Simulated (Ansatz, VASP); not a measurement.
**Cross-check of GaN between VASP and Ansatz**

One calculation is typed for both programs; each brings its own data sets. How far apart do they land? The cell is taken from a series of runs on this material, whose earlier steps may have relaxed, scaled, displaced or heated it; both programs get it as it stands.

Calculated with Ansatz 0.2.0; plane waves, with VASP 6.6.1 beside it; zone-centre phonons at LDA.

### Step 1. The starting structure

Symmetry: F-43m, No. 216, cubic system. The conventional cell has a = 4.455 Å, b = 4.455 Å, c = 4.455 Å, α = 90.00°, β = 90.00°, γ = 90.00°. Nearest to N lie 4 Ga at 1.93 Å. Ga has 4 N at 1.93 Å nearest. Farther neighbours and most contacts between anions are not listed.

Coordinates:

```
N Ga
1.0
     0.00000    2.22760    2.22760
     2.22760    0.00000    2.22760
     2.22760    2.22760    0.00000
N Ga
1 1
Direct
  0.25000 0.25000 0.25000
  0.00000 0.00000 0.00000
```

### Step 2. VASP: zone-centre phonons, LDA

Second derivatives magnify differences that forces hide, and they need a tight electronic threshold.

Lines of VASP's logs that name or quote its potential files are left out, and so is its time.

INCAR reads:

```
SYSTEM = GaN
PREC = Accurate
ENCUT = 600
EDIFF = 1E-08
NELM = 120
ISMEAR = -1
SIGMA = 0.03
LREAL = .FALSE.
ALGO = Normal
GGA = CA
NELECT = 17.986735
NBANDS = 14
LORBIT = 11
LWAVE = .FALSE.
LCHARG = .FALSE.
ISIF = 2
IBRION = 8
LASPH = .TRUE.
GGA_COMPAT = .FALSE.
KPAR = 2
```

POSCAR reads:

```
GaN
1.0
    0.0000000000      2.2276025184      2.2276025184
    2.2276025184      0.0000000000      2.2276025184
    2.2276025184      2.2276025184      0.0000000000
N Ga
1 1
Direct
    0.2500000000      0.2500000000      0.2500000000
    0.0000000000      0.0000000000      0.0000000000
```

KPOINTS reads:

```
Automatic mesh
0
Gamma
30 30 30
0 0 0
```

Potentials, in the order of the species: N and Ga_d (LDA family, release 64).

Run with:

```console
> mpirun -np 2 vasp_std
```

Numbers of over 12 decimals in the logs are rounded to 6 here.

What it wrote:

```text
[banner, memory and clock lines left out]
running    2 mpi-ranks, on    1 nodes
 distrk:  each k-point on    1 cores,    2 groups
 distr:  one band on    1 cores,    1 groups

 POSCAR found type information on POSCAR N Ga
 POSCAR found :  2 types and       2 ions
 LDA part: xc-table for (Slater(with rela. corr.)+CA(PZ))
 , standard interpolation
 POSCAR, INCAR and KPOINTS ok, starting setup
 FFT: planning ... GRIDC
 FFT: planning ... GRID_SOFT
 FFT: planning ... GRID
 WAVECAR not read
 entering main loop
       N       E                     dE             d eps       ncg     rms          rms(c)
DAV:   1     0.904155927185E+02    0.90416E+02   -0.96192E+03 22984   0.235E+03
DAV:   2    -0.914238940305E+01   -0.99558E+02   -0.93005E+02 24206   0.372E+02
DAV:   3    -0.159735566836E+02   -0.68312E+01   -0.67858E+01 23426   0.839E+01
DAV:   4    -0.160600627887E+02   -0.86506E-01   -0.86468E-01 23796   0.100E+01
DAV:   5    -0.160612749524E+02   -0.12122E-02   -0.12122E-02 23662   0.114E+00BRMIX: very serious problems
 the old and the new charge density differ
 old charge density:    18.00000 new   17.98674
BRMIX: very serious problems
 the old and the new charge density differ
 old charge density:    18.00000 new   17.98674
    0.755E+00
DAV:   6    -0.140697624341E+02    0.19915E+01   -0.53134E+00 31560   0.472E+01    0.263E+00
DAV:   7    -0.140432646547E+02    0.26498E-01   -0.27036E-01 22598   0.682E+00    0.167E+00
DAV:   8    -0.140188419015E+02    0.24423E-01   -0.70521E-02 22898   0.327E+00    0.680E-01
DAV:   9    -0.140155492789E+02    0.32926E-02   -0.13520E-02 28820   0.277E+00    0.189E-01
DAV:  10    -0.140155895565E+02   -0.40278E-04   -0.15543E-03 25536   0.616E-01    0.610E-02
DAV:  11    -0.140155401031E+02    0.49453E-04   -0.19189E-04 31168   0.278E-01    0.671E-03
DAV:  12    -0.140155416292E+02   -0.15261E-05   -0.15707E-05 21740   0.528E-02    0.175E-03
DAV:  13    -0.140155416633E+02   -0.34084E-07   -0.54998E-07 24844   0.121E-02    0.493E-04
DAV:  14    -0.140155416653E+02   -0.19959E-08   -0.21726E-08 20202   0.147E-03
   1 F= -.14015542E+02 E0= -.14015250E+02  d E =-.582601E-03
 Linear response reoptimize wavefunctions to high precision
DAV:   1    -0.140155416651E+02    0.17371E-09   -0.15586E-09 14758   0.493E-04
DAV:   2    -0.140155416651E+02   -0.38654E-10   -0.33169E-10 10948   0.178E-04
 Linear response DOF=           2
 Linear response progress:
  Degree of freedom:   1/  2
       N       E                     dE             d eps       ncg     rms          rms(c)
RMM:   1    -0.236058922742E+00   -0.23606E+00    0.90477E-02246099   0.432E+00
RMM:   2    -0.227068941511E+00    0.89900E-02   -0.92288E-03177432   0.113E+00    0.142E-01
RMM:   3    -0.228143546848E+00   -0.10746E-02   -0.16366E-03196976   0.371E-01    0.694E-02
RMM:   4    -0.229353690506E+00   -0.12101E-02   -0.38397E-04194074   0.147E-01    0.176E-02
RMM:   5    -0.229428184114E+00   -0.74494E-04   -0.12775E-05198870   0.339E-02    0.301E-03
RMM:   6    -0.229381701374E+00    0.46483E-04   -0.81313E-07193899   0.897E-03    0.118E-03
RMM:   7    -0.229376665239E+00    0.50361E-05   -0.52156E-08205549   0.228E-03    0.325E-04
RMM:   8    -0.229374388112E+00    0.22771E-05   -0.61417E-09202552   0.613E-04    0.338E-05
RMM:   9    -0.229373918480E+00    0.46963E-06   -0.86438E-10205293   0.176E-04    0.126E-05
RMM:  10    -0.229374085945E+00   -0.16747E-06   -0.40376E-10203057   0.641E-05    0.162E-06
RMM:  11    -0.229374075539E+00    0.10406E-07    0.23906E-11203223   0.240E-05    0.429E-07
RMM:  12    -0.229374080232E+00   -0.46931E-08   -0.16921E-10181606   0.117E-05    0.199E-07
 first order change of Fermi-energy   0.18992E-03
 force on displaced ion       1 direction 1 : -12.936   0.000   0.000
 Linear response progress:
  Degree of freedom:   2/  2
       N       E                     dE             d eps       ncg     rms          rms(c)
RMM:   1    -0.163267941912E+00   -0.16327E+00    0.27026E-01135579   0.986E+00
RMM:   2    -0.161110763421E+00    0.21572E-02   -0.38221E-02204128   0.186E+00    0.624E-02
RMM:   3    -0.161326700862E+00   -0.21594E-03   -0.21778E-03204332   0.412E-01    0.367E-02
RMM:   4    -0.160990928944E+00    0.33577E-03   -0.15094E-04214407   0.120E-01    0.397E-03
RMM:   5    -0.160973666786E+00    0.17262E-04   -0.39318E-06217689   0.362E-02    0.201E-03
RMM:   6    -0.160963603039E+00    0.10064E-04    0.38133E-06217794   0.125E-02    0.403E-04
RMM:   7    -0.160963171033E+00    0.43201E-06    0.26794E-06221793   0.450E-03    0.187E-04
RMM:   8    -0.160962977779E+00    0.19325E-06    0.20671E-06221279   0.162E-03    0.301E-05
RMM:   9    -0.160963040576E+00   -0.62797E-07    0.90150E-07222535   0.624E-04    0.696E-06
RMM:  10    -0.160963002544E+00    0.38032E-07    0.66081E-07222177   0.256E-04    0.210E-06
RMM:  11    -0.160963032517E+00   -0.29973E-07    0.14553E-07221763   0.114E-04    0.130E-06
RMM:  12    -0.160963023915E+00    0.86028E-08    0.15934E-07223161   0.565E-05    0.433E-07
RMM:  13    -0.160963027557E+00   -0.36421E-08    0.60494E-08206626   0.302E-05    0.858E-08
 first order change of Fermi-energy  -0.99497E-05
 force on displaced ion       2 direction 1 : -12.920  -0.000  -0.000
 Linear response finished
```

From OUTCAR (step 2):

```text
NELECT = 17.986735

 ion  position               nearest neighbor table
   1  0.250  0.250  0.250-   2 1.93   2 1.93   2 1.93   2 1.93
   2  0.000  0.000  0.000-   1 1.93   1 1.93   1 1.93   1 1.93

  LATTYP: Found a face centered cubic cell.
 ALAT       =     4.4552050368

 Subroutine GETGRP returns: Found 24 space group operations
 (whereof 24 operations were pure point group operations)

The static configuration has the point symmetry T_d .

 Found    752 irreducible k-points:

   k-points           NKPTS =    752   k-points in BZ     NKDIM =    752   number of bands    NBANDS=     14

   dimension x,y,z NGX =    28 NGY =   28 NGZ =   28
   dimension x,y,z NGXF=    56 NGYF=   56 NGZF=   56

   ENCUT  =  600.0 eV  44.10 Ry    6.64 a.u.   6.29  6.29  6.29*2*pi/ulx,y,z

 k-points in reciprocal lattice and weights: Automatic mesh
   0.00000000  0.00000000  0.00000000       0.000
   0.03333333  0.00000000  0.00000000       0.000
   0.06666667  0.00000000  0.00000000       0.000
   0.10000000  0.00000000  0.00000000       0.000
   0.13333333  0.00000000  0.00000000       0.000
   0.16666667  0.00000000  0.00000000       0.000
   0.20000000  0.00000000  0.00000000       0.000
   0.23333333  0.00000000  0.00000000       0.000
   0.26666667  0.00000000  0.00000000       0.000
[...]
-0.26666667  0.46666667  0.23333333       0.001
  -0.26666667  0.50000000  0.23333333       0.000

 average (electrostatic) potential at core
       1 -61.6684       2 -64.3657

  Total       -0.0088714     -0.0088714     -0.0088714      0.0000000      0.0000000      0.0000000
  in kB       -0.6429235     -0.6429235     -0.6429235      0.0000000      0.0000000      0.0000000
  external PRESSURE =      -0.6429235 kB  Pullay stress =       0.0000000 kB

  energy-cutoff  :      600.00
  volume of cell :       22.11
      direct lattice vectors                 reciprocal lattice vectors
     0.000000000  2.227602518  2.227602518    -0.224456561  0.224456561  0.224456561
     2.227602518  0.000000000  2.227602518     0.224456561 -0.224456561  0.224456561
     2.227602518  2.227602518  0.000000000     0.224456561  0.224456561 -0.224456561

 POSITION                                       TOTAL-FORCE (eV/Angst)
 -----------------------------------------------------------------------------------
      1.11380      1.11380      1.11380         0.000000     -0.000000     -0.000000
      0.00000      0.00000      0.00000        -0.000000      0.000000      0.000000
 -----------------------------------------------------------------------------------
    total drift:                               -0.000000     -0.000000      0.000000

 Eigenvectors and eigenvalues of the dynamical matrix
 ----------------------------------------------------

   1 f  =   16.464796 THz   103.451363 2PiTHz  549.206472 cm-1    68.092894 meV
             X         Y         Z           dx          dy          dz
      1.113801  1.113801  1.113801     0.912656    0.000000    0.000000
      0.000000  0.000000  0.000000    -0.408730    0.000000    0.000000

   2 f  =   16.464796 THz   103.451363 2PiTHz  549.206472 cm-1    68.092894 meV
             X         Y         Z           dx          dy          dz
      1.113801  1.113801  1.113801    -0.000000    0.912656    0.000000
      0.000000  0.000000  0.000000    -0.000000   -0.408730    0.000000

   3 f  =   16.464796 THz   103.451363 2PiTHz  549.206472 cm-1    68.092894 meV
             X         Y         Z           dx          dy          dz
      1.113801  1.113801  1.113801     0.000000    0.000000   -0.912656
      0.000000  0.000000  0.000000     0.000000    0.000000    0.408730

   4 f/i=    0.003712 THz     0.023322 2PiTHz    0.123813 cm-1     0.015351 meV
             X         Y         Z           dx          dy          dz
      1.113801  1.113801  1.113801    -0.185287    0.313684   -0.185287
      0.000000  0.000000  0.000000    -0.413729    0.700427   -0.413729

   5 f/i=    0.003712 THz     0.023322 2PiTHz    0.123813 cm-1     0.015351 meV
             X         Y         Z           dx          dy          dz
      1.113801  1.113801  1.113801     0.289015    0.000000   -0.289015
      0.000000  0.000000  0.000000     0.645345   -0.000000   -0.645345

   6 f/i=    0.003712 THz     0.023322 2PiTHz    0.123813 cm-1     0.015351 meV
             X         Y         Z           dx          dy          dz
      1.113801  1.113801  1.113801    -0.221808   -0.262035   -0.221808
      0.000000  0.000000  0.000000    -0.495276   -0.585100   -0.495276

 ELASTIC MODULI CONTR FROM IONIC RELAXATION (kBar)
 Direction    XX          YY          ZZ          XY          YZ          ZX
 --------------------------------------------------------------------------------
 XX          -0.0000      0.0000      0.0000     -0.0000      0.0000     -0.0000
 YY           0.0000     -0.0000     -0.0000     -0.0000     -0.0000      0.0000
 ZZ           0.0000     -0.0000     -0.0000      0.0000     -0.0000     -0.0000
 XY          -0.0000     -0.0000      0.0000   -511.8351     -0.0000      0.0000
 YZ           0.0000     -0.0000     -0.0000     -0.0000   -511.8351      0.0000
 ZX          -0.0000      0.0000     -0.0000      0.0000      0.0000   -511.8351
 --------------------------------------------------------------------------------
```

### Step 3. Ansatz: zone-centre phonons, LDA

Ansatz runs on its PAW soft_1 files.

The same cell, functional (in two slightly different forms), mesh and smearing now go to Ansatz, which takes its cutoff from its data sets.

input.yaml reads:

```yaml
crystal:
  lattice:
    - [0.0, 2.2276025184, 2.2276025184]
    - [2.2276025184, 0.0, 2.2276025184]
    - [2.2276025184, 2.2276025184, 0.0]
  atoms:
    - { symbol: "N", position: [0.25, 0.25, 0.25] }
    - { symbol: Ga, position: [0.0, 0.0, 0.0] }
total_charge: 0.013265
kpoints:
  mp_grid: { grid: [30, 30, 30] }
hamiltonian:
  xc: lda
  pseudopotentials: { kind: paw, azcp: { folder: soft_1 }, xc_functional: pbe }
scf:
  occupations: { method: fermi_dirac, width: 0.03 }
output:
  eigenvalues: true
phonons:
  method: dfpt
```

Run with:

```console
> ansatz run input.yaml --threads 8 --pin off --max-ram 16384MiB --backend cpu --events-out ev --progress --plain --runs-dir out
```

What it wrote:

```text
zone centre: on kpoints.mp_grid the ground state, and the responses unless they are solved on pairs of k-points, stand on 1992 of the mesh's 27000 k-points, reduced under 8 symmetry operations, with k and −k counted as one. Each operation leaves every solved displacement unchanged or reverses it
Engine: ansatz 0.2.0, aarch64-unknown-linux-gnu
Pseudopotentials: kind: paw
Pseudopotential: N, paw, valence charge 5, recommended cutoff 420 eV (normal), soft_1/N.paw.azcp
Pseudopotential: Ga, paw, valence charge 13, recommended cutoff 420 eV (normal), soft_1/Ga.paw.azcp
Functional definition: SPW92
  exchange = slater_x
  correlation = pw_c
Crystal: 2 atoms, lattice volume = 22.108 Å³
Basis set: ecut = 420 eV, 411 PW (Γ), exchange–correlation on 48×48×48 points (8 copies of the dense FFT grid, shifted against one another)
Bands: 13, of which v1, the nominal top of the filled ones, is band 9 counted from 1 (8 counted from 0)
Symmetry: 24 space group operations
k-points: 1992 of 27000 (irreducible under 8 space group operations, time reversal used)
Non-local potential: N, projectors of the file, l = 0: 2, l = 1: 2, l = 2: 1
Non-local potential: Ga, projectors of the file, l = 0: 2, l = 1: 2, l = 2: 3, l = 3: 1
PAW form: soft (Blöchl's): semilocal exchange-correlation on the pseudo side does not see the compensation charge
PAW frozen core: N, regenerated for the run's functional, and the local potential with it (the file was generated under x = pbe(κ = 0.804, μ = 0.219515), c = pbe(β = 0.066725))
PAW frozen core: Ga, regenerated for the run's functional, and the local potential with it (the file was generated under x = pbe(κ = 0.804, μ = 0.219515), c = pbe(β = 0.066725))
PAW one-centre angular grid: N, 110 points (default); XC on 64 Gauss nodes
PAW one-centre angular grid: Ga, 590 points (default); XC on 64 Gauss nodes
Initial density: superposition of atomic densities (chi_scale 0.1, normalization cell, long waves kept (reshape's long-wave potential 0.00 eV rms))
Initial wavefunctions: pseudopotential atomic-orbital guess
Functional: x = slater, c = lda
SCF iter   1: F=—  HF=-4082.874071 eV  |F-HF|=—  |Δ(HF+E_count)|=         —  Δρ=1.08e-1  dr2=2.22e0  ethr=3.10e-3  ⟨swp⟩=4.7  Hψ=132454  notcnv=0
preconditioner: auto → none  [metal: Δε(μ)=0.013 eV  Ē_g=19.379 eV  σ=0.030 eV  W_gap=0.11  n_scr=8 (ndim 8)  ℏωp=33.5 eV  f_vac=0.000  D(μ)=0.22/eV (n_scr^D=0)  sad-step TF]
SCF iter   2: F=—  HF=-4082.525351 eV  |F-HF|=—  |Δ(HF+E_count)|=   3.49e-1  Δρ=6.67e-2  dr2=9.86e-1  ethr=3.10e-3  ⟨swp⟩=2.0  Hψ=49786  notcnv=0
SCF iter   3: F=—  HF=-4082.241161 eV  |F-HF|=—  |Δ(HF+E_count)|=   2.84e-1  Δρ=1.19e-2  dr2=1.88e-2  ethr=3.10e-3  ⟨swp⟩=2.5  Hψ=45416  notcnv=0
SCF iter   4: F=—  HF=-4082.217300 eV  |F-HF|=—  |Δ(HF+E_count)|=   2.39e-2  Δρ=5.45e-3  dr2=2.89e-3  ethr=1.05e-4  ⟨swp⟩=2.4  Hψ=67171  notcnv=0
SCF iter   5: F=—  HF=-4082.217376 eV  |F-HF|=—  |Δ(HF+E_count)|=   7.57e-5  Δρ=1.04e-3  dr2=1.02e-4  ethr=1.61e-5  ⟨swp⟩=2.0  Hψ=50559  notcnv=0
SCF iter   6: F=—  HF=-4082.217388 eV  |F-HF|=—  |Δ(HF+E_count)|=   1.22e-5  Δρ=6.85e-5  dr2=6.91e-7  ethr=5.68e-7  ⟨swp⟩=2.0  Hψ=37218  notcnv=0
SCF iter   7: F=—  HF=-4082.217388 eV  |F-HF|=—  |Δ(HF+E_count)|=   1.63e-7  Δρ=6.71e-6  dr2=4.07e-9  ethr=3.84e-9  ⟨swp⟩=2.5  Hψ=41429  notcnv=0
SCF iter   8: F=—  HF=-4082.217388 eV  |F-HF|=—  |Δ(HF+E_count)|=  8.03e-10  Δρ=5.64e-7  dr2=2.79e-11  ethr=2.27e-11  ⟨swp⟩=2.1  Hψ=40851  notcnv=0
SCF iter   9: F=-4082.217388 eV  HF=-4082.217388 eV  |F-HF|=9.09e-13  |Δ(HF+E_count)|=  4.55e-12  Δρ=6.19e-8  dr2=5.48e-13  ethr=1.00e-12  ⟨swp⟩=5.0  Hψ=95851  notcnv=0
the search or the solves at the SCF's close seem to have found levels that the self-consistency loop had missed (the run counts 4). By its estimate they hold under 1e-12 electrons; where the run keeps them, the occupations were computed again with them
SCF 1 converged in 9 iterations: F = -4082.217388 eV  dr2 = 5.48e-13
  greatest PAW one-centre occupation: 0.996 electrons in one spin orbital (limit 2), on the Ga atom at site 1 (counted from 0), in its partial waves of l = 2
DFPT response loops at Γ: preconditioner auto → Kerker (q_TF=auto, 2.636 Å⁻¹) (partly filled bands, converged f_vac=0.000); β = 1.00, the filter's whole step (`scf.mixing.beta` (0.50) is not read by the response loops under this deck's `scf.mixing.preconditioner`; to damp them name `kerker` or `kerker_dos`, under which they read `scf.mixing.beta`, and type it under 1.00, their step now; both keys bind the ground state too); Broyden in place of MSR1
SCF converged after 9 iterations
Free energy (F): -4082.217388 eV
Harris-Foulkes:  -4082.217388 eV  (|F-HF|=9.09e-13)
Internal energy: -4082.216806 eV  (E = F + TS)
E sigma→0 (E₀):  -4082.217097 eV
Entropy (-TS):   -0.000582 eV (-0.291 meV/atom)
Fermi energy:    9.710653 eV
--- Per-component energies (eV) ---
  E_band       = -5.003268
  E_kinetic    = 241.529998
  E_local      = -1390.110951  (includes V_loc(G=0)·N_el)
  E_nonlocal   = -51.812918
  E_hartree    = 883.216413
  E_xc         = -121.692338
  E_vxc        = -131.239596  (∫ρ·V_xc dr)
  E_paw        = -2039.265713  (= ΣΔE_a)
  E_vpaw       = -439.803232  (= ΣTr[D̂ρ^β])
  E_aug_tail   = 0.000638  (compensation charges beyond the density's cutoff)
  E_ewald      = -1605.890460
  E_core_change = 1.808525  (= ΣΔE_core)
  E_smearing   = -0.000582  (= −TS)
  E_closure    = 0.000000  (closes the sum)
  E_deformation_potential = 0.246935  (in the stress; not in F)
  Σ components = -4082.217388   (vs F -4082.217388, Δ=0.00e0)
--- Band table (eV; the first three rows and the last of 1992) ---
  k-point 0: bands = [... 5 lower, -3.4684, 9.7906, 9.7906, 9.7906, 11.7648, 20.1528, 20.1528, 20.1528]
  k-point 1: bands = [... 5 lower, -3.4686, 9.6298, 9.7774, 9.7774, 11.8957, 20.0859, 20.1739, 20.1739]
  k-point 2: bands = [... 5 lower, -3.4692, 9.2329, 9.7388, 9.7388, 12.2036, 19.9034, 20.2339, 20.2339]
  k-point 1991: bands = [... 5 lower, -1.2830, 3.8822, 5.9192, 5.9477, 15.9474, 18.3485, 20.2903, 20.8750]
--- Phonons (Γ-DFPT): 2 representative perturbations + reference, on 1992 of 27000 k-points (Σ response iterations 6) ---
  k mesh reduced under 8 symmetry operations, with k and −k counted as one. Each operation leaves every solved displacement unchanged or reverses it
  ASR residual: 4.536e-5 → 0.000e0 eV/Å²; symmetrization residual: 1.368e-6 eV/Å²
  ASR residual per site (eV/Å²): 1.27e-5 4.54e-5
  Γ frequencies (cm⁻¹): 0.00 0.00 0.00 543.91 543.91 543.91
  non-analytic LO–TO correction: not included (Born effective charges unavailable; polar crystals: no LO–TO splitting at Γ)
```

The column dr2 measures how far the density is from self-consistency, as an energy; F and HF (Harris–Foulkes) agree once it is small.

### Step 4. Differences

Known differences besides the potentials themselves: the two LDA forms differ slightly; the cutoff is 420 eV in Ansatz and 600 eV in VASP; VASP's log shows a relativistic correction to its local exchange, Ansatz's none. Total energies have different zeros and are not compared.

Compared:

```
                  quantity  Ansatz   VASP  difference
optical mode 1 to 3 (cm⁻¹)   543.9  549.2     -0.96 %
```

Modes are paired by rising frequency, not by their patterns, so a pair may set unlike modes beside each other; they are those without the splitting of longitudinal modes. The cell carries a charge of +0.013265 e against a uniform background, so its pressure also hangs on how the neutralising background is counted, and in a defect's cell a gap may be the spacing between its levels.

### Step 5. Results

| Quantity | Value |
| --- | --- |
| r.m.s. difference of the optical zone-centre modes, each program's sorted by frequency (zone-centre phonons, LDA) | 5.3 cm⁻¹ |
| difference in optical mode 1 to 3 (zone-centre phonons, LDA) | -1.0 % |

**Reading.** The r.m.s. difference of the optical zone-centre modes, each program's sorted by frequency is 5.3 cm⁻¹ (zone-centre phonons, LDA). Among the rows given in per cent, the largest difference of the zone-centre phonons, LDA pair is in optical mode 1 to 3, -1.0 %. Such differences can come from data sets, numerical settings and the points named under the comparisons, not from the functional's error against experiment.

[Lines on the potential files, build, host, timing and source positions are cut from VASP's logs without a mark.]

[Logs are printed without paths, hosts, clocks, repeated set-up lines and the standing remarks that a program may print on its own settings, such as how far it seeks lower states.]

[Hosts, paths, dates, database ids (printed as entryN), source tags and the programs' standing remarks are cut or masked in the printed files.]
